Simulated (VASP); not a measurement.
```yaml
crystal:
  lattice:
    - [0.00000, 3.55469, 3.55469]
    - [3.55469, 0.00000, 3.55469]
    - [3.55469, 3.55469, 0.00000]
  atoms:
    - { symbol: Ca, position: [0.75000, 0.75000, 0.75000] }
    - { symbol: Ca, position: [0.25000, 0.25000, 0.25000] }
    - { symbol: Ge, position: [0.00000, 0.00000, 0.00000] }
```

These are PBEsol GGA, VASP's PBE PAW potentials (set 64) (plane waves; VASP 6.6.1) values and carry that method's errors. Settings: 400 eV cut-off, 6×6×6 Γ-centred mesh, tetrahedra with Blöchl corrections, potentials Ca_sv Ge_d.

### Question
Predict the energy per atom (σ→0), band gap (on the k-mesh) with the smallest direct gap where there is one.

### Answer

```
Quantity                                     Result
-----------------------------------  --------------
band gap (on the k-mesh)                    0.50 eV
smallest direct gap (on the k-mesh)         0.50 eV
energy per atom (σ→0)                -3.679 eV/atom
```

Total energies compare only between runs with the same potentials, cut-off and functional.

The structure comes from a computed database's Ca2Ge entry (Fm-3m); how it stands against other phases isn't given here. It was relaxed first.
